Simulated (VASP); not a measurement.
OSZICAR of a VASP run on La (dhcp):

### OSZICAR
```
       N       E                     dE             d eps       ncg     rms          rms(c)
DAV:   1     0.571181703898E+03    0.57118E+03   -0.14963E+04  1248   0.232E+03
DAV:   2     0.120882066492E+03   -0.45030E+03   -0.44483E+03  1920   0.451E+02
DAV:   3     0.566502904377E+01   -0.11522E+03   -0.11399E+03  2306   0.269E+02
DAV:   4    -0.867504686289E+01   -0.14340E+02   -0.14170E+02  2304   0.981E+01
DAV:   5    -0.106837178014E+02   -0.20087E+01   -0.19438E+01  2448   0.326E+01    0.536E+00
DAV:   6    -0.109405994045E+02   -0.25688E+00   -0.26367E+00  2408   0.116E+01    0.282E+00
DAV:   7    -0.110042197505E+02   -0.63620E-01   -0.46542E-01  2304   0.491E+00    0.716E-01
DAV:   8    -0.110214179635E+02   -0.17198E-01   -0.72949E-02  2440   0.190E+00    0.382E-01
DAV:   9    -0.110259124076E+02   -0.44944E-02   -0.11322E-02  2344   0.643E-01    0.267E-01
DAV:  10    -0.110273289143E+02   -0.14165E-02   -0.55130E-03  2040   0.800E-01    0.200E-01
DAV:  11    -0.110267016099E+02    0.62730E-03   -0.19855E-03  2064   0.496E-01    0.210E-02
DAV:  12    -0.110267164030E+02   -0.14793E-04   -0.15194E-04  2368   0.933E-02    0.138E-02
DAV:  13    -0.110267180795E+02   -0.16766E-05   -0.21381E-05  1928   0.381E-02    0.114E-02
DAV:  14    -0.110267175111E+02    0.56845E-06   -0.67351E-06  1664   0.335E-02
   1 F= -.11026718E+02 E0= -.11026022E+02  d E =-.110267E+02
       N       E                     dE             d eps       ncg     rms          rms(c)
DAV:   1    -0.110274138549E+02   -0.69578E-03   -0.33984E-02  2060   0.296E+00    0.120E-01
DAV:   2    -0.110269253599E+02    0.48849E-03   -0.18318E-03  2172   0.495E-01    0.582E-02
DAV:   3    -0.110267844513E+02    0.14091E-03   -0.90022E-04  2240   0.282E-01    0.156E-02
DAV:   4    -0.110267852285E+02   -0.77723E-06   -0.66561E-05  2272   0.777E-02    0.803E-03
DAV:   5    -0.110267866912E+02   -0.14626E-05   -0.37017E-06  1296   0.210E-02    0.470E-03
DAV:   6    -0.110267872298E+02   -0.53865E-06   -0.16889E-06  1280   0.188E-02
   2 F= -.11026787E+02 E0= -.11026148E+02  d E =-.697188E-04
```

Task: Which electronic solver shows in the log?

Result: It is blocked Davidson (ALGO = Normal, or the opening steps of other solvers). The INCAR had ALGO = Normal.

Task: Can the final energy be trusted as converged?

Result: Self-consistency was reached. It stopped with EDIFF = 1E-6, NELM = 100, NSW = 60 and EDIFFG = -0.02 after 2 ionic steps (optB86b-vdW, plane waves, VASP's PBE PAW potentials (set 64)).

The compound is La in the dhcp structure. This run relaxes it. Symmetry was kept, so distortions that lower it aren't found. The start is the result of an earlier pass.
